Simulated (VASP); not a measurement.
Given:

```
CELL_PARAMETERS angstrom
      2.85136     0.00000     0.00000
      0.00000     2.85136     0.00000
      0.00000     0.00000     2.85136
ATOMIC_POSITIONS crystal
  Sn 0.00000 0.00000 0.00000
  O  0.50000 0.50000 0.50000
```

Level of theory: PBEsol GGA, VASP's PBE PAW potentials (set 64) (plane waves; VASP 6.6.1). Settings: 620 eV cut-off, 13×13×13 Γ-centred mesh, first-order Methfessel-Paxton smearing of 0.10 eV, potentials Sn_d O.

Unless said otherwise, spin-orbit coupling is left out, though it shifts the bands of the heavy elements here.

### Question
What does the run give for the energy per atom (σ→0), pressure, band gap (on the k-mesh) with the smallest direct gap where there is one?

### Answer

The band gap (on the k-mesh) is none (metal, semimetal or under 0.01 eV), the energy per atom (σ→0) comes out as -4.969 eV/atom and the pressure comes out as 44.96 GPa.

Only differences to runs with the same potentials and settings are physical.

The structure was generated: SnO was put into the CsCl type type (Pm-3m), which need not be its known phase. It was relaxed first under an external pressure of 45 GPa.
